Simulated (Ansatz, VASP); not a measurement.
**Ta2Se in two plane-wave programs**

Wanted: the spread between two codes on one cell, functional and k mesh. The cell is taken from a series of VASP runs on this material, whose earlier steps may have relaxed, scaled or displaced it; both programs get it as it stands. Valence electrons are named where the data sets of a main pair hold unlike numbers.

Method: plane waves, with VASP 6.6.1 beside it; zone-centre phonons at r2SCAN, in Ansatz 0.2.0.

### Step 1. The structure

It takes space group P4/nmm (No. 129, tetragonal). Conventional cell: a = 3.382 Å, b = 3.382 Å, c = 10.267 Å, α = 90.00°, β = 90.00°, γ = 90.00°. Nearest to Ta lie 4 Se at 2.69 Å and 4 Ta at 2.89 Å. Ta has 8 Ta at 2.83 to 2.89 Å and 1 Se at 2.85 Å nearest. Nearest to Se lie 5 Ta at 2.69 to 2.85 Å. Farther neighbours and most contacts between anions are not listed.

### Step 2. Ansatz: zone-centre phonons, r2SCAN

Ansatz runs on its default PAW (the set named soft_2) files.

Second derivatives magnify differences that forces hide, and they need a tight electronic threshold.

Contents of input.yaml:

```yaml
crystal:
  lattice:
    - [3.3818935819, 0.0, 0.0]
    - [0.0, 3.3818935819, 0.0]
    - [0.0, 0.0, 10.2666881989]
  atoms:
    - { symbol: Ta, position: [0.5, 0.0, 0.7676005595] }
    - { symbol: Ta, position: [0.0, 0.5, 0.2323994405] }
    - { symbol: Ta, position: [0.5, 0.0, 0.0738610002] }
    - { symbol: Ta, position: [0.0, 0.5, 0.9261389998] }
    - { symbol: Se, position: [0.5, 0.0, 0.3513758601] }
    - { symbol: Se, position: [0.0, 0.5, 0.6486241399] }
hamiltonian:
  xc: r2scan
  pseudopotentials: { kind: paw }
kpoints:
  mp_grid: { grid: [9, 9, 3] }
scf:
  occupations: { method: methfessel_paxton, width: 0.2 }
phonons:
  method: dfpt
  qpoints: [[0, 0, 0]]
```

The run is started by

```bash
$ ansatz run input.yaml --threads 4 --pin off --max-ram 9216MiB --backend cpu --events-out ev --progress --plain --runs-dir out
```

Numbers of over 12 decimals in the logs are rounded to 6 here.

What it wrote:

```text
Engine: ansatz 0.2.0, aarch64-unknown-linux-gnu
Pseudopotentials: kind: paw
Pseudopotential: Ta, paw, valence charge 13, recommended cutoff 500 eV (meta_gga), Ta.paw.azcp
Pseudopotential: Se, paw, valence charge 16, recommended cutoff 500 eV (meta_gga), Se.paw.azcp
Functional definition: r2SCAN
  parameter k0 = 0.174
  parameter k1 = 0.065
  parameter a1 = 4.9479
  exchange = r2scan_x(k0 = k0, k1 = k1, a1 = a1)
  correlation = r2scan_c
Crystal: 6 atoms, lattice volume = 117.422 Å³
Basis set: ecut = 500 eV, 2997 PW (Γ), exchange–correlation on 150×150×375 points (125 copies of the dense FFT grid, shifted against one another)
Bands: 51, of which v1, the nominal top of the filled ones, is band 42 counted from 1 (41 counted from 0)
Symmetry: 16 space group operations
k-points: 70 of 243 (irreducible under 2 space group operations, time reversal used)
Non-local potential: Ta, projectors of the file, l = 0: 3, l = 1: 2, l = 2: 2, l = 3: 1
Non-local potential: Se, projectors of the file, l = 0: 2, l = 1: 2, l = 2: 3, l = 3: 1
PAW form: soft (Blöchl's): semilocal exchange-correlation on the pseudo side does not see the compensation charge
PAW frozen core: Ta, regenerated for the run's functional (the file was generated under x = pbe(κ = 0.804, μ = 0.219515), c = pbe(β = 0.066725))
PAW frozen core: Se, regenerated for the run's functional (the file was generated under x = pbe(κ = 0.804, μ = 0.219515), c = pbe(β = 0.066725))
PAW one-centre angular grid: Ta, 590 points (default); XC on 160 Gauss nodes
PAW one-centre angular grid: Se, 590 points (default); XC on 160 Gauss nodes
Initial density: superposition of atomic densities (neutral atoms: chi_scale 0, normalization atom), corrected by the library's trained network
Initial wavefunctions: pseudopotential atomic-orbital guess
Functional: x = r2scan, c = r2scan; τ floored in thin density (d = 2e-4 eV/Å³)
SCF iter   1: F=—  HF=-50736.573991 eV  |F-HF|=—  |Δ(HF+E_count)|=         —  Δρ=8.38e-3  dr2=1.65e-1  dr2_τ=8.54e-2  ethr=1.77e-3  ⟨swp⟩=5.5  Hψ=13222  notcnv=0
preconditioner: auto → LDOS  [metal: Δε(μ)=0.036 eV  Ē_g=7.174 eV  σ=0.200 eV  W_gap=0.15  n_scr=28 (ndim 8)  ℏωp=19.4 eV  f_vac=0.017  D(μ)=3.83/eV (n_scr^D=26)  β→1.0]
SCF iter   2: F=—  HF=-50736.687437 eV  |F-HF|=—  |Δ(HF+E_count)|=   1.13e-1  S|Δr|=    0.00e0  Δρ=3.62e-3  dr2=5.73e-2  dr2_τ=3.78e-3  ethr=1.96e-4  ⟨swp⟩=2.0  Hψ=7104  notcnv=0  defer=5
SCF iter   3: F=—  HF=-50736.680776 eV  |F-HF|=—  |Δ(HF+E_count)|=   6.66e-3  S|Δr|=    0.00e0  Δρ=1.51e-3  dr2=7.07e-3  dr2_τ=2.25e-4  ethr=6.82e-5  ⟨swp⟩=2.2  Hψ=5528  notcnv=0  defer=5
SCF iter   4: F=—  HF=-50736.680415 eV  |F-HF|=—  |Δ(HF+E_count)|=   3.61e-4  S|Δr|=    0.00e0  Δρ=3.80e-4  dr2=1.68e-4  dr2_τ=3.35e-5  ethr=8.41e-6  ⟨swp⟩=2.0  Hψ=4782  notcnv=0  defer=5
SCF iter   5: F=—  HF=-50736.680430 eV  |F-HF|=—  |Δ(HF+E_count)|=   1.46e-5  S|Δr|=    0.00e0  Δρ=1.05e-4  dr2=4.53e-5  dr2_τ=8.19e-7  ethr=2.00e-7  ⟨swp⟩=2.0  Hψ=6191  notcnv=0  defer=5
SCF iter   6: F=—  HF=-50736.680433 eV  |F-HF|=—  |Δ(HF+E_count)|=   3.38e-6  S|Δr|=    0.00e0  Δρ=3.76e-5  dr2=2.45e-6  dr2_τ=1.22e-7  ethr=5.40e-8  ⟨swp⟩=1.9  Hψ=3813  notcnv=0  defer=5
SCF iter   7: F=—  HF=-50736.680436 eV  |F-HF|=—  |Δ(HF+E_count)|=   2.88e-6  S|Δr|=    0.00e0  Δρ=8.31e-6  dr2=2.07e-7  dr2_τ=6.25e-9  ethr=2.92e-9  ⟨swp⟩=2.8  Hψ=6605  notcnv=0
SCF iter   8: F=—  HF=-50736.680436 eV  |F-HF|=—  |Δ(HF+E_count)|=   7.63e-9  S|Δr|=    0.00e0  Δρ=1.94e-6  dr2=3.81e-9  dr2_τ=5.04e-10  ethr=2.47e-10  ⟨swp⟩=3.0  Hψ=6391  notcnv=0
SCF iter   9: F=—  HF=-50736.680436 eV  |F-HF|=—  |Δ(HF+E_count)|=   1.19e-9  S|Δr|=    0.00e0  Δρ=5.83e-7  dr2=4.12e-10  dr2_τ=5.13e-11  ethr=4.54e-12  ⟨swp⟩=2.0  Hψ=6199  notcnv=0
SCF iter  10: F=—  HF=-50736.680436 eV  |F-HF|=—  |Δ(HF+E_count)|=  3.06e-10  S|Δr|=    0.00e0  Δρ=1.84e-7  dr2=4.68e-11  dr2_τ=3.80e-12  ethr=1.00e-12  ⟨swp⟩=2.0  Hψ=4576  notcnv=0
SCF iter  11: F=-50736.680436 eV  HF=-50736.680436 eV  |F-HF|=1.46e-11  |Δ(HF+E_count)|=  1.46e-11  S|Δr|=    0.00e0  Δρ=4.00e-8  dr2=2.00e-12  dr2_τ=1.86e-13  ethr=1.00e-12  ⟨swp⟩=11.5  Hψ=17239  notcnv=0
SCF 1 converged in 11 iterations: F = -50736.680436 eV  dr2 = 2.00e-12
  greatest PAW one-centre occupation: 1.000 electrons in one spin orbital (limit 2), on the Se atom at site 5 (counted from 0), in its partial waves of l = 2
DFPT response loops at Γ: preconditioner auto → Kerker (q_TF=auto, 2.580 Å⁻¹) (partly filled bands, converged f_vac=0.028); β = 1.00, the filter's whole step (`scf.mixing.beta` (0.50) is not read by the response loops under this deck's `scf.mixing.preconditioner`; to damp them name `kerker` or `kerker_dos`, under which they read `scf.mixing.beta`, and type it under 1.00, their step now; both keys bind the ground state too); Broyden in place of MSR1
SCF converged after 11 iterations
Stability not checked: this state was not tested for a lower state beside it, because cold or Methfessel-Paxton smearing, or corrected tetrahedra, fill the levels in a way that the test cannot read (fill_not_monotonic; see scf.lower_state_search)
Free energy (F): -50736.680436 eV
Harris-Foulkes:  -50736.680436 eV  (|F-HF|=1.46e-11)
Internal energy: -50736.679556 eV  (E = F + TS)
E sigma→0 (E₀):  -50736.680216 eV
Entropy (-TS):   -0.000880 eV (-0.147 meV/atom)
Fermi energy:    15.951379 eV
--- Per-component energies (eV) ---
  E_band       = -1236.314320
  E_kinetic    = 1708.911857
  E_local      = -7374.881368  (includes V_loc(G=0)·N_el)
  E_nonlocal   = -1130.505227
  E_hartree    = 3338.435987
  E_xc         = -1016.394838
  E_vxc        = -1102.332352  (∫ρ·V_xc dr)
  E_paw        = -37542.719637  (= ΣΔE_a)
  E_vpaw       = -69.408122  (= ΣTr[D̂ρ^β])
  E_aug_tail   = -0.000109  (compensation charges beyond the density's cutoff)
  E_vtau       = 55.028951  (kinetic-family band-sum trace: ∫τ·v_τ [+ j·A + Jᵃ·Aᵃ] dr)
  E_ewald      = -8712.971561
  E_core_change = -6.554662  (= ΣΔE_core)
  E_smearing   = -0.000880  (= −TS)
  E_closure    = -0.000000  (closes the sum)
  Σ components = -50736.680436   (vs F -50736.680436, Δ=0.00e0)
--- Band table (eV; the first three rows and the last of 70) ---
  k-point 0: bands = [... 38 lower, 14.8393, 15.7831, 16.1322, 16.1322, 16.2516, 16.2516, 16.6801, 17.2981, ... 5 higher]
  k-point 1: bands = [... 38 lower, 14.8532, 15.7835, 16.1319, 16.1319, 16.2437, 16.2437, 16.6789, 16.8243, ... 5 higher]
  k-point 2: bands = [... 38 lower, 15.0115, 15.5888, 15.6674, 15.9420, 16.0146, 16.2894, 16.9284, 17.2618, ... 5 higher]
  k-point 69: bands = [... 38 lower, 13.9566, 13.9664, 15.0026, 15.1581, 17.0304, 17.1675, 18.8527, 18.9449, ... 5 higher]
--- Phonons (Γ-DFPT): 6 representative perturbations + reference, on 70 of 243 k-points (Σ response iterations 55) ---
  k mesh reduced under 2 symmetry operations, with k and −k counted as one. Each operation leaves every solved perturbation unchanged. A smaller set is not considered because the functional reads the kinetic-energy density
  ASR residual: 3.044e-4 → 0.000e0 eV/Å²; symmetrization residual: 3.275e-5 eV/Å²
  ASR residual per site (eV/Å²): 1.86e-4 1.86e-4 3.04e-4 3.04e-4 7.20e-5 7.20e-5
  Γ frequencies (cm⁻¹): 0.00 0.00 0.00 38.40 38.40 74.45 74.45 97.40 154.49 154.49 162.35 162.35 170.88 176.55 176.55 183.81 188.10 210.58
  non-analytic LO–TO correction: not included (Born effective charges unavailable; polar crystals: no LO–TO splitting at Γ)
--- Phonons (arbitrary-q DFPT): 1 explicit q-point ---
  q = [0, 0, 0] (of the zone-centre solve; hermiticity 3.54e-6, symmetrization 3.45e-9): -0.00 0.00 0.00 38.40 38.40 74.45 74.45 97.40 154.49 154.49 162.35 162.35 170.88 176.55 176.55 183.81 188.10 210.58
  sum rule: each row above includes the acoustic sum rule's correction from the zone centre's row sums; it moved no ω² by more than (0.68 cm⁻¹)²
```

It took 6.3 min on 4 threads of Arm Neoverse V2, shared host; peak memory 3.4 GiB.

Reading the cycles: dr2 is the Hartree energy of the density residual (eV), the measure of convergence; HF is the Harris–Foulkes estimate of the energy, which meets the free energy F at convergence.

[end of part 1 of 3]

[Lines on the potential files, build, host, timing and source positions are cut from VASP's logs without a mark.]

[Logs are printed without paths, hosts, clocks, repeated set-up lines and the standing remarks that a program may print on its own settings, such as how far it seeks lower states.]

[Hosts, paths, dates, database ids (printed as entryN), source tags and the programs' standing remarks are cut or masked in the printed files.]
